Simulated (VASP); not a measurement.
These are LDA (Ceperley-Alder, Perdew-Zunger), VASP's LDA PAW potentials (set 64) (plane waves; VASP) values and carry that method's errors.

VASP ran on this input.

**POSCAR**
```
WSe2
1
    1.6280787169    -2.8199147390     0.0000000000
    1.6280787169     2.8199147390    -0.0000000000
   -0.0000000000     0.0000000000    12.8151385968
W Se
2 4
Direct
  0.3333330000   0.6666670000   0.2500000000
  0.6666670000   0.3333330000   0.7500000000
  0.3333330000   0.6666670000   0.8802197502
  0.6666670000   0.3333330000   0.3802197502
  0.6666670000   0.3333330000   0.1197802498
  0.3333330000   0.6666670000   0.6197802498
```

### INCAR
```
ISMEAR  =  0   # Gaussian
SIGMA  =  0.05   # width (eV)
EDIFFG  =  -0.001   # ionic stop
LCHARG  =  .FALSE.
EDIFF  =  1E-8
LWAVE  =  .FALSE.
SYSTEM  =  WSe2
ENCUT  =  400   # plane-wave cut-off (eV)
LREAL  =  .FALSE.
IBRION  =  1
LASPH  =  .TRUE.   # aspherical one-centre terms
PREC  =  Accurate
ISIF  =  2
ALGO  =  Normal
NSW  =  30   # most ionic steps
NELM  =  100
LMAXMIX  =  6
```

KPOINTS:
```
Automatic
0
Gamma
 7 7 2
0 0 0
```

POTCAR, in this order: W_sv Se (LDA.64 set). Program: vasp_std.

Q: What does the run give for the energy per atom (σ→0)?

A: 
```yaml
energy per atom (σ→0): -8.082 eV/atom
```

**OSZICAR**
```
...
DAV:   5    -0.484934700885E+02    0.15762E-06   -0.77521E-07  1201   0.432E-03    0.596E-04
DAV:   6    -0.484934700871E+02    0.13752E-08   -0.60536E-08  1060   0.103E-03
   2 F= -.48493470E+02 E0= -.48493470E+02  d E =-.412676E-04
       N       E                     dE             d eps       ncg     rms          rms(c)
DAV:   1    -0.484934703964E+02   -0.30788E-06   -0.46989E-05  1062   0.261E-02    0.617E-03
DAV:   2    -0.484934705846E+02   -0.18823E-06   -0.24021E-06  1195   0.593E-03    0.255E-03
DAV:   3    -0.484934705803E+02    0.43274E-08   -0.49124E-08  1063   0.116E-03
   3 F= -.48493471E+02 E0= -.48493471E+02  d E =-.493154E-06
```

The compound is WSe2 in the 2H layered structure. This run relaxes the ions in a fixed cell. Symmetry was kept, so distortions that lower it aren't found. The start is the result of an earlier pass.
